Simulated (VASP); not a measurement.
The system is Si3SnSe4.

```
CELL_PARAMETERS angstrom
5.18864 0.00000 0.00000
0.00000 5.18864 0.00000
0.00000 0.00000 5.18864
ATOMIC_POSITIONS crystal
Si 0.00000 0.50000 0.50000
Si 0.50000 0.00000 0.50000
Si 0.50000 0.50000 0.00000
Sn 0.50000 0.50000 0.50000
Se 0.50000 0.00000 0.00000
Se 0.00000 0.50000 0.00000
Se 0.00000 0.00000 0.50000
Se 0.00000 0.00000 0.00000
```

The cell was built by a generator and needn't be a form met in nature.

The cell isn't the ideal one: random cell by space group and Wyckoff sites (Pm-3m, No. 221).

| Item | Value |
| --- | --- |
| Program | VASP 6.6.1 |
| Task | relaxation of cell and atoms |
| Functional | PBE |
| Potentials or basis | VASP PAW PBE potentials, release 64 (Si, Sn_d, Se) |
| Cutoff | 600 eV |
| k mesh | 4 × 4 × 4 |
| Occupations | gaussian, width 0.1 eV |
| Spin | no spin polarisation |

At the start: pressure 21.7 GPa; volume 17.46 Å³/atom.

How do energy, volume and symmetry change on relaxing?

Over 3 steps the energy falls by 236.2 meV/atom and the volume is 21.60 Å³/atom (+23.7 %); space group Pm-3m (No. 221, to 0.05 Å).

The path:
```
step  energy change (eV)  largest force (eV/Å)  pressure (GPa)  volume (Å³)
   1              0.0000                0.0000           21.73       139.69
   2             -1.4854                0.0000           -5.67       193.25
   3             -1.8895                0.0000           -0.02       172.79
```

Final structure:
```xyz
8
Lattice="5.5698 0.0000 0.0000 0.0000 5.5698 0.0000 0.0000 0.0000 5.5698" Properties=species:S:1:pos:R:3 pbc="T T T"
Si    0.0000    2.7849    2.7849
Si    2.7849    0.0000    2.7849
Si    2.7849    2.7849    0.0000
Sn    2.7849    2.7849    2.7849
Se    2.7849    0.0000    0.0000
Se    0.0000    2.7849    0.0000
Se    0.0000    0.0000    2.7849
Se    0.0000    0.0000    0.0000
```

Caveat: the volume moved by over 15 % at a fixed basis, so the end points are rough.
